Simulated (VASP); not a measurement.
Data:

```
CELL_PARAMETERS angstrom
      0.00000     3.27604     3.27604
      3.27604     0.00000     3.27604
      3.27604     3.27604     0.00000
ATOMIC_POSITIONS crystal
  Na 0.25000 0.25000 0.25000
  Na 0.75000 0.75000 0.75000
  S  0.00000 0.00000 0.00000
```

Method: PBE GGA, VASP's PBE PAW potentials (set 64) (plane waves; VASP). Run with 480 eV cut-off, 6×6×6 Γ-centred mesh, Gaussian smearing of 0.050 eV, potentials Na_pv S.

Predict the energy per atom (σ→0), band gap (on the k-mesh) with the smallest direct gap where there is one.

```json
{
  "band gap (on the k-mesh)": "2.47 eV",
  "smallest direct gap (on the k-mesh)": "2.47 eV",
  "energy per atom (σ→0)": "-3.325 eV/atom"
}
```

The compound is Na2S in the antifluorite structure. It was relaxed first.
